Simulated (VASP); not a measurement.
# Metal contacts to MoS2, part 2 of 3

Does the barrier of MoS2 follow the work function of the metal under it?

VASP 6.6.1, plane waves and PAW; the level of theory is named at each step.

So far: The structure; Relax the free sheet, optB86b-vdW; Levels of the free sheet, optB86b-vdW; Relax the metal slab, optB86b-vdW.

## 5. Work function of the metal, optB86b-vdW

Level: optB86b-vdW; plane waves and PAW (Ir).

INCAR reads:

```
SYSTEM = Ir
PREC = Normal
ENCUT = 330
EDIFF = 1E-06
NELM = 120
ISMEAR = 1
SIGMA = 0.1
LREAL = Auto
ALGO = Fast
GGA = MK
AGGAC = 0
LUSE_VDW = .TRUE.
PARAM1 = 0.1234
PARAM2 = 1
LASPH = .TRUE.
NBANDS = 89
LORBIT = 11
LWAVE = .FALSE.
LCHARG = .FALSE.
KPAR = 4
IDIPOL = 3
LDIPOL = .TRUE.
DIPOL = 0.5 0.5 0.384
LVHAR = .TRUE.
LVACPOTAV = .TRUE.
NEDOS = 1500
```

POSCAR reads:

```
Ir
1.0
    4.7378463370      2.7353968580      0.0000000000
   -4.7378463370      2.7353968580      0.0000000000
    0.0000000000      0.0000000000     29.4522148340
Ir
16
Selective dynamics
Direct
    0.0000000000      0.0000000000      0.2716264310  F F F
    0.0000000000      0.5000000000      0.2716264310  F F F
    0.5000000000      0.0000000000      0.2716264310  F F F
    0.5000000000      0.5000000000      0.2716264310  F F F
    0.1666666670      0.3333333330      0.3464470810  F F F
    0.1666666670      0.8333333330      0.3464470810  F F F
    0.6666666670      0.3333333330      0.3464470810  F F F
    0.6666666670      0.8333333330      0.3464470810  F F F
    0.3333333330      0.1666666670      0.4211122635  T T T
    0.3333333330      0.6666666670      0.4211122635  T T T
    0.8333333330      0.1666666670      0.4211122635  T T T
    0.8333333330      0.6666666670      0.4211122635  T T T
    0.0000000000      0.0000000000      0.4953297784  T T T
    0.0000000000      0.5000000000      0.4953297784  T T T
    0.5000000000      0.0000000000      0.4953297784  T T T
    0.5000000000      0.5000000000      0.4953297784  T T T
```

KPOINTS reads:

```
Automatic mesh
0
Gamma
9 9 1
0 0 0
```

The projector-augmented-wave data sets are Ir (PBE family, release 64).

Command:

```bash
$ mpirun -np 4 vasp_std
```

The log of the run:

```text
[... set-up lines as in an earlier step ...]
 entering main loop
       N       E                     dE             d eps       ncg     rms          rms(c)
DAV:   1     0.109017175866E+04    0.10902E+04   -0.45423E+04  2152   0.951E+02
DAV:   2     0.997216987039E+01   -0.10802E+04   -0.98365E+03  2318   0.361E+02
DAV:   3    -0.981957635815E+02   -0.10817E+03   -0.98564E+02  2744   0.102E+02
DAV:   4    -0.105569699734E+03   -0.73739E+01   -0.68283E+01  3128   0.261E+01
[...]
RMM:  29    -0.967529249527E+02   -0.13839E-05   -0.26234E-07  1156   0.201E-03    0.135E-03
RMM:  30    -0.967529270780E+02   -0.21253E-05   -0.61132E-07  1194   0.181E-03    0.155E-03
RMM:  31    -0.967529272854E+02   -0.20744E-06   -0.15992E-07   912   0.137E-03
 [... a notice as in an earlier step ...]

   1 F= -.96752927E+02 E0= -.96749964E+02  d E =-.888854E-02
```

Run time: 3.7 min. Hardware: 4 MPI ranks of Intel Xeon 6975P-C (Granite Rapids), shared host; peak memory 3.4 GiB; 15 min of CPU time.

Parts of OUTCAR (step 5):

```text
  Total      -18.9737895    -18.9737895     -1.5583382      0.0000000      0.0000000      0.0000000
  in kB      -39.8212960    -39.8212960     -3.2705668      0.0000000      0.0000000      0.0000000
  external PRESSURE =     -27.6377196 kB  Pullay stress =       0.0000000 kB

 POSITION                                       TOTAL-FORCE (eV/Angst)
 -----------------------------------------------------------------------------------
      0.00000      0.00000      8.00000         0.000000      0.000000      0.123155
     -2.36892      1.36770      8.00000         0.000000     -0.000000      0.123155
      2.36892      1.36770      8.00000         0.000000     -0.000000      0.123155
      0.00000      2.73540      8.00000        -0.000000     -0.000000      0.123155
     -0.78964      1.36770     10.20363        -0.000000      0.000000     -0.116549
     -3.15856      2.73540     10.20363        -0.000000      0.000000     -0.116549
      1.57928      2.73540     10.20363        -0.000000     -0.000000     -0.116549
     -0.78964      4.10310     10.20363        -0.000000      0.000000     -0.116549
      0.78964      1.36770     12.40269        -0.000000     -0.000000     -0.043528
     -1.57928      2.73540     12.40269        -0.000000     -0.000000     -0.043528
      3.15856      2.73540     12.40269        -0.000000     -0.000000     -0.043528
      0.78964      4.10310     12.40269         0.000000      0.000000     -0.043528
      0.00000      0.00000     14.58856         0.000000     -0.000000      0.036922
     -2.36892      1.36770     14.58856         0.000000     -0.000000      0.036922
      2.36892      1.36770     14.58856         0.000000      0.000000      0.036922
      0.00000      2.73540     14.58856         0.000000     -0.000000      0.036922
 -----------------------------------------------------------------------------------
    total drift:                               -0.000004      0.000002     -0.086076

  FREE ENERGIE OF THE ION-ELECTRON SYSTEM (eV)
  ---------------------------------------------------
  free  energy   TOTEN  =       -96.7529272854 eV

  energy  without entropy=      -96.7440387454  energy(sigma->0) =      -96.74996444

[... 1 part as in an earlier step ...]

[... 2 further parts left out ...]
[key lines of the parts left out:]
E-fermi :  -0.9748
```

This run gave:

- energy(sigma→0) of the program: -96.7500 eV
- work function, upper and lower side: 5.70, 5.71 eV

VASP warns that it found no field-free region by its own threshold; the planar potential, read 60 % of the way from the top atom to the cell's edge, stands at 5.70 eV above the Fermi level.

## 6. Relax the contact, optB86b-vdW

The sheet is set on the slab and relaxes with the two upper layers.

Level: optB86b-vdW, no spin polarisation; plane waves and PAW (Ir, Mo_sv, S).

System, named by how it was started: MoS2 on Ir. The cell holds 25 atoms: 16 Ir, 3 Mo and 6 S. Cell: a = 5.471 Å, b = 5.471 Å, c = 29.452 Å, α = 90.0°, β = 90.0°, γ = 120.0°. It derives from MoS2. MoS2 on 4 layers of Ir, the metal strained to the sheet. Vacuum lies along c.

INCAR reads:

```
SYSTEM = Mo3Ir16S6
PREC = Normal
ENCUT = 330
EDIFF = 1E-05
NELM = 120
ISMEAR = 1
SIGMA = 0.1
LREAL = Auto
ALGO = Fast
GGA = MK
AGGAC = 0
LUSE_VDW = .TRUE.
PARAM1 = 0.1234
PARAM2 = 1
LASPH = .TRUE.
NBANDS = 128
LORBIT = 11
LWAVE = .FALSE.
LCHARG = .FALSE.
KPAR = 4
IBRION = 2
NSW = 50
ISIF = 2
EDIFFG = -0.03
POTIM = 0.5
MAXMIX = 40
IDIPOL = 3
LDIPOL = .TRUE.
DIPOL = 0.5 0.5 0.476
```

POSCAR reads:

```
Mo3Ir16S6
1.0
    4.7378463370      2.7353968580      0.0000000000
   -4.7378463370      2.7353968580      0.0000000000
    0.0000000000      0.0000000000     29.4522148340
Ir Mo S
16 3 6
Selective dynamics
Direct
    0.0000000000      0.0000000000      0.2716264310  F F F
    0.0000000000      0.5000000000      0.2716264310  F F F
    0.5000000000      0.0000000000      0.2716264310  F F F
    0.5000000000      0.5000000000      0.2716264310  F F F
    0.1666666670      0.3333333330      0.3464470810  F F F
    0.1666666670      0.8333333330      0.3464470810  F F F
    0.6666666670      0.3333333330      0.3464470810  F F F
    0.6666666670      0.8333333330      0.3464470810  F F F
    0.3333333330      0.1666666670      0.4211122640  T T T
    0.3333333330      0.6666666670      0.4211122640  T T T
    0.8333333330      0.1666666670      0.4211122640  T T T
    0.8333333330      0.6666666670      0.4211122640  T T T
    0.0000000000      0.0000000000      0.4953297780  T T T
    0.0000000000      0.5000000000      0.4953297780  T T T
    0.5000000000      0.0000000000      0.4953297780  T T T
    0.5000000000      0.5000000000      0.4953297780  T T T
    0.3333333330      0.3333333330      0.6403326810  T T T
    0.6666666670      0.0000000000      0.6403326810  T T T
    0.0000000000      0.6666666670      0.6403326810  T T T
    0.3333333330      0.0000000000      0.5870036990  T T T
    0.6666666670      0.6666666670      0.5870036990  T T T
    0.0000000000      0.3333333330      0.5870036990  T T T
    0.3333333330      0.0000000000      0.6936616630  T T T
    0.6666666670      0.6666666670      0.6936616630  T T T
    0.0000000000      0.3333333330      0.6936616630  T T T
```

KPOINTS reads:

```
Automatic mesh
0
Gamma
6 6 1
0 0 0
```

PAW data sets: Ir, Mo_sv and S (PBE family, release 64).

Command:

```bash
$ mpirun -np 4 vasp_std
```

The log of the run:

```text
[banner, memory and clock lines left out]
running    4 mpi-ranks, on    1 nodes
[...]
[... a notice as in an earlier step ...]

 [... a notice as in an earlier step ...]

 LDA part: xc-table for (Slater+PW92), standard interpolation
 POSCAR, INCAR and KPOINTS ok, starting setup
[...]
entering main loop
       N       E                     dE             d eps       ncg     rms          rms(c)
DAV:   1     0.188235972093E+04    0.18824E+04   -0.82246E+04  2208   0.109E+03
DAV:   2     0.414065065571E+02   -0.18410E+04   -0.17584E+04  2168   0.423E+02
DAV:   3    -0.146062033635E+03   -0.18747E+03   -0.17515E+03  2944   0.113E+02
DAV:   4    -0.158750609050E+03   -0.12689E+02   -0.12318E+02  2792   0.267E+01
[...]
RMM:  54    -0.146362956764E+03   -0.95482E-05   -0.13817E-04  1533   0.148E-02    0.268E-02
RMM:  55    -0.146362968139E+03   -0.11376E-04   -0.90661E-05  1407   0.111E-02    0.227E-02
RMM:  56    -0.146362975302E+03   -0.71628E-05   -0.56054E-05  1364   0.101E-02
   1 F= -.14636298E+03 E0= -.14636002E+03  d E =-.146363E+03
[... from here on, the cycles between the ionic steps are left out ...]
   2 F= -.14641291E+03 E0= -.14641057E+03  d E =-.499393E-01
   3 F= -.14641766E+03 E0= -.14641556E+03  d E =-.546800E-01
   5 F= -.14644374E+03 E0= -.14644236E+03  d E =-.260851E-01
   7 F= -.14646515E+03 E0= -.14646443E+03  d E =-.214056E-01
   9 F= -.14647962E+03 E0= -.14647920E+03  d E =-.140081E-01
  11 F= -.14648876E+03 E0= -.14648859E+03  d E =-.231476E-01
  13 F= -.14650090E+03 E0= -.14650073E+03  d E =-.916988E-02
  15 F= -.14652697E+03 E0= -.14652615E+03  d E =-.352445E-01
  17 F= -.14654851E+03 E0= -.14654793E+03  d E =-.178087E-01
  19 F= -.14659030E+03 E0= -.14658963E+03  d E =-.169442E-01
  21 F= -.14664409E+03 E0= -.14664285E+03  d E =-.255819E-01
  23 F= -.14665295E+03 E0= -.14665125E+03  d E =-.344453E-01
  25 F= -.14666011E+03 E0= -.14665844E+03  d E =-.706383E-02
  27 F= -.14666072E+03 E0= -.14665901E+03  d E =-.767728E-02
  29 F= -.14666268E+03 E0= -.14666105E+03  d E =-.191922E-02
  31 F= -.14666268E+03 E0= -.14666106E+03  d E =-.192442E-02
  32 F= -.14666285E+03 E0= -.14666120E+03  d E =-.165223E-03
 trial-energy change:   -0.000165  1 .order   -0.000210   -0.000370   -0.000049
 step:   1.0772(harm=  1.0772)  dis= 0.00140  next Energy=  -146.662895 (dE=-0.213E-03)
 reached required accuracy - stopping structural energy minimisation
```

It took 51 min on 4 MPI ranks; peak memory 3.5 GiB; 3.4 h of CPU time.

OUTCAR, selected parts (step 6):

```text
  Total      -12.0586655    -12.0586655     -3.8363270     -0.0000014      0.0000000      0.0000000
  in kB      -25.3081594    -25.3081594     -8.0515025     -0.0000028      0.0000000      0.0000000
  external PRESSURE =     -19.5559405 kB  Pullay stress =       0.0000000 kB

 POSITION                                       TOTAL-FORCE (eV/Angst)
 -----------------------------------------------------------------------------------
      0.00000      0.00000      8.00000        -0.000000     -0.000000      0.149770
     -2.36892      1.36770      8.00000         0.022651     -0.033513      0.153898
      2.36892      1.36770      8.00000        -0.040348     -0.002860      0.153898
      0.00000      2.73540      8.00000         0.017697      0.036373      0.153898
     -0.78964      1.36770     10.20363        -0.057015     -0.007679     -0.130676
     -3.15856      2.73540     10.20363         0.021857      0.053216     -0.130676
      1.57928      2.73540     10.20363        -0.000000     -0.000000     -0.190795
     -0.78964      4.10310     10.20363         0.035158     -0.045537     -0.130676
      0.77090      1.38532     12.40273        -0.003081     -0.004175     -0.002607
     -1.57928      2.73540     12.40798        -0.000000     -0.000000      0.006604
      3.15268      2.71036     12.40273         0.005156     -0.000581     -0.002607
      0.81427      4.11052     12.40273        -0.002075      0.004756     -0.002607
     -0.00000      0.00000     14.54616        -0.000000     -0.000000      0.007240
      2.42880      4.06512     14.62829         0.000031     -0.003922      0.004900
[...]
-----------------------------------------------------------------------------------
    total drift:                               -0.000000      0.000166      0.028607

  FREE ENERGIE OF THE ION-ELECTRON SYSTEM (eV)
  ---------------------------------------------------
  free  energy   TOTEN  =      -146.6628469253 eV

  energy  without entropy=     -146.6578965201  energy(sigma->0) =     -146.66119679

[... 2 parts as in an earlier step ...]

[... 2 further parts left out ...]
[key lines of the parts left out:]
E-fermi :   2.0236
```

Numbers from this step:

```
energy(sigma→0) of the program : -146.6612 eV
ionic steps                    : 32
```

## 7. Levels of the contact, optB86b-vdW

The shift of the core potential in the sheet carries its free levels over.

Level: optB86b-vdW, no spin polarisation; plane waves and PAW (Ir, Mo_sv, S).

INCAR reads:

```
SYSTEM = Mo3Ir16S6
PREC = Normal
ENCUT = 330
EDIFF = 1E-06
NELM = 120
ISMEAR = 1
SIGMA = 0.1
LREAL = .FALSE.
ALGO = Fast
GGA = MK
AGGAC = 0
LUSE_VDW = .TRUE.
PARAM1 = 0.1234
PARAM2 = 1
LASPH = .TRUE.
NBANDS = 128
LORBIT = 11
LWAVE = .FALSE.
LCHARG = .TRUE.
KPAR = 4
IDIPOL = 3
LDIPOL = .TRUE.
DIPOL = 0.5 0.5 0.472
LVHAR = .TRUE.
LVACPOTAV = .TRUE.
NEDOS = 1500
```

POSCAR reads:

```
Mo3Ir16S6
1.0
    4.7378463370      2.7353968580      0.0000000000
   -4.7378463370      2.7353968580      0.0000000000
    0.0000000000      0.0000000000     29.4522148340
Ir Mo S
16 3 6
Selective dynamics
Direct
    0.0000000000      0.0000000000      0.2716264310  F F F
    0.0000000000      0.5000000000      0.2716264310  F F F
    0.5000000000      0.0000000000      0.2716264310  F F F
    0.5000000000      0.5000000000      0.2716264310  F F F
    0.1666666670      0.3333333330      0.3464470810  F F F
    0.1666666670      0.8333333330      0.3464470810  F F F
    0.6666666670      0.3333333330      0.3464470810  F F F
    0.6666666670      0.8333333330      0.3464470810  F F F
    0.3345755509      0.1718649659      0.4211135273  T T T
    0.3333333330      0.6666666670      0.4212919812  T T T
    0.8281350341      0.1627105860      0.4211135273  T T T
    0.8372894140      0.6654244491      0.4211135273  T T T
    0.0000000000      0.0000000000      0.4938900823  T T T
    0.9993777096      0.4867405687      0.4966787288  T T T
    0.4873628591      0.0006222904      0.4966787288  T T T
    0.5132594313      0.5126371409      0.4966787288  T T T
    0.3321237410      0.3322302982      0.6305151104  T T T
    0.6677697018      0.9998934428      0.6305151104  T T T
    0.0001065572      0.6678762590      0.6305151104  T T T
    0.3408894893      0.0002175859      0.5761324141  T T T
    0.6593280967      0.6591105107      0.5761324141  T T T
    0.9997824141      0.3406719033      0.5761324141  T T T
    0.3346458111      0.9998425389      0.6838584189  T T T
    0.6651967278      0.6653541889      0.6838584189  T T T
    0.0001574611      0.3348032722      0.6838584189  T T T
```

KPOINTS reads:

```
Automatic mesh
0
Gamma
9 9 1
0 0 0
```

Command:

```bash
$ mpirun -np 4 vasp_std
```

The log of the run:

```text
[banner, memory and clock lines left out]
running    4 mpi-ranks, on    1 nodes
[...]
[... a notice as in an earlier step ...]

|                                                                             |
|               ----> ADVICE to this user running VASP <----                  |
|                                                                             |
|     You have a (more or less) 'large supercell' and for larger cells it     |
|     might be more efficient to use real-space projection operators.         |
|     Therefore, try LREAL= Auto in the INCAR file.                           |
|     Mind: For very accurate calculation, you might also keep the            |
|     reciprocal projection scheme (i.e. LREAL=.FALSE.).                      |
|                                                                             |

 [... a notice as in an earlier step ...]

 LDA part: xc-table for (Slater+PW92), standard interpolation
 POSCAR, INCAR and KPOINTS ok, starting setup
[...]
entering main loop
       N       E                     dE             d eps       ncg     rms          rms(c)
DAV:   1     0.192102765924E+04    0.19210E+04   -0.82060E+04  4080   0.109E+03
DAV:   2     0.432922329633E+02   -0.18777E+04   -0.17908E+04  4072   0.425E+02
DAV:   3    -0.146332754426E+03   -0.18962E+03   -0.17856E+03  5552   0.114E+02
DAV:   4    -0.158769233554E+03   -0.12436E+02   -0.12000E+02  5112   0.265E+01
[...]
RMM:  58    -0.146594394498E+03    0.35338E-05   -0.10392E-05  4156   0.598E-03    0.846E-03
RMM:  59    -0.146594393457E+03    0.10415E-05   -0.83252E-06  3651   0.478E-03    0.998E-03
RMM:  60    -0.146594393679E+03   -0.22243E-06   -0.27555E-06  2797   0.342E-03
 [... a notice as in an earlier step ...]

   1 F= -.14659439E+03 E0= -.14659248E+03  d E =-.573797E-02
```

Wall time 15 min (4 MPI ranks); peak memory 4.3 GiB; 59 min of CPU time.

OUTCAR, selected parts (step 7):

```text
  Total      -12.2452122    -12.2452122     -3.6039328     -0.0000014     -0.0000000      0.0000000
  in kB      -25.6996747    -25.6996747     -7.5637645     -0.0000030     -0.0000000      0.0000000
  external PRESSURE =     -19.6543713 kB  Pullay stress =       0.0000000 kB

 POSITION                                       TOTAL-FORCE (eV/Angst)
 -----------------------------------------------------------------------------------
      0.00000      0.00000      8.00000         0.000000     -0.000000      0.168407
     -2.36892      1.36770      8.00000         0.037899     -0.027415      0.169286
      2.36892      1.36770      8.00000        -0.042691     -0.019114      0.169286
      0.00000      2.73540      8.00000         0.004792      0.046529      0.169286
     -0.78964      1.36770     10.20363        -0.070999     -0.026968     -0.099882
     -3.15856      2.73540     10.20363         0.012144      0.074971     -0.099882
      1.57928      2.73540     10.20363         0.000000     -0.000000     -0.166943
     -0.78964      4.10310     10.20363         0.058855     -0.048003     -0.099882
      0.77090      1.38532     12.40273        -0.071480      0.041801     -0.078855
     -1.57928      2.73540     12.40798         0.000000     -0.000000     -0.059301
      3.15268      2.71036     12.40273        -0.000461     -0.082804     -0.078855
      0.81427      4.11052     12.40273         0.071941      0.041003     -0.078855
      0.00000      0.00000     14.54616         0.000000     -0.000000     -0.006838
      2.42880      4.06512     14.62829         0.007410      0.023340      0.060777
[...]
-----------------------------------------------------------------------------------
    total drift:                               -0.000000      0.000167      0.009763

  FREE ENERGIE OF THE ION-ELECTRON SYSTEM (eV)
  ---------------------------------------------------
  free  energy   TOTEN  =      -146.5943936790 eV

  energy  without entropy=     -146.5886557127  energy(sigma->0) =     -146.59248102

[... 1 part as in an earlier step ...]

[... 2 further parts left out ...]
[key lines of the parts left out:]
E-fermi :   2.0277
```

This run gave:

| Property | Result |
| --- | --- |
| energy(sigma→0) of the program | -146.5925 eV |
| work function, upper and lower side | 5.06, 5.71 eV |

VASP warns that it found no field-free region by its own threshold; the planar potential, read 60 % of the way from the top atom to the cell's edge, stands at 5.06 eV above the Fermi level.

[end of part 2 of 3]

[Lines on the potential files, build, host, timing and source positions are cut from VASP's logs without a mark.]

[Logs are printed without paths, hosts, clocks, repeated set-up lines and the standing remarks that a program may print on its own settings, such as how far it seeks lower states.]

[Hosts, paths, dates, database ids (printed as entryN), source tags and the programs' standing remarks are cut or masked in the printed files.]
